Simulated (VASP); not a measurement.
Here is the system:

```xyz
2
Lattice="0.0000 3.1462 3.1462 3.1462 0.0000 3.1462 3.1462 3.1462 0.0000" Properties=species:S:1:pos:R:3 pbc="T T T"
Pb     0.0000     0.0000     0.0000
S      3.1462     3.1462     3.1462
```

Calculation: vdW-DF2, VASP's PBE PAW potentials (set 64) (plane waves; VASP). Settings: 520 eV cut-off, 7×7×7 Γ-centred mesh, Gaussian smearing of 0.050 eV, potentials Pb_d S.

Task: Give the stress tensor in GPa (positive for a compressed cell).

Result: 
```
-2.39   0.00   0.00
 0.00  -2.39   0.00
 0.00   0.00  -2.39
```
The pressure is its mean diagonal, -2.39 GPa.

The compound is PbS in the rock salt structure. This cell is one point of a volume scan, at 1.06 of the reference volume.
